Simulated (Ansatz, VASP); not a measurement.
One calculation of HfTa4F, two programs

```
Hf Ta F
1.0
    -2.98757    2.98757    3.01367
     2.98757   -2.98757    3.01367
     2.98757    2.98757   -3.01367
Hf Ta F
1 4 1
Direct
  0.50000 0.50000 0.00000
  0.50000 0.50000 0.50000
  0.00000 0.00000 0.50000
  0.50000 0.00000 0.00000
  0.00000 0.50000 0.00000
  0.00000 0.00000 0.00000
```

Alike in both runs: task single point; functional PBE; k mesh 4 × 4 × 4; occupations gaussian, width 0.1 eV; no spin polarisation.

```csv
,VASP,Ansatz
version,VASP 6.6.1,Ansatz 0.2.0
potentials or method,"VASP PAW PBE potentials, release 64 (Hf_pv, Ta_pv, F)","scalar-relativistic, plane waves, PAW"
plane-wave cutoff (eV),520,420
valence electrons in the cell,61,85
```

Ansatz gave:

| Property | Result |
| --- | --- |
| gap on the k mesh at the Fermi level (eV) | none |
| pressure (GPa) | 16.6 |
| largest component of the traceless stress (GPa) | 1.56 |

Which values does VASP return?

gap on the k mesh at the Fermi level (eV): none; pressure (GPa): 16.6; largest component of the traceless stress (GPa): 1.57.

A gap of «none» marks a metal or a gap that the smearing closes. With one functional, cell and mesh, what is left measures potentials, basis and numerics. The two sets of potentials don't hold the same shells in valence.

Caveats: the k mesh is coarse (spacing up to 0.37 Å⁻¹), so the values aren't converged; so large a pressure means that the cell lies far from this level's equilibrium, or that cutoff or potentials fall short (VASP); an odd number of electrons without spin polarisation forces a metal; a magnetic or distorted state may lie lower. Spin-orbit coupling is left out, which matters for the levels of Hf, Ta.
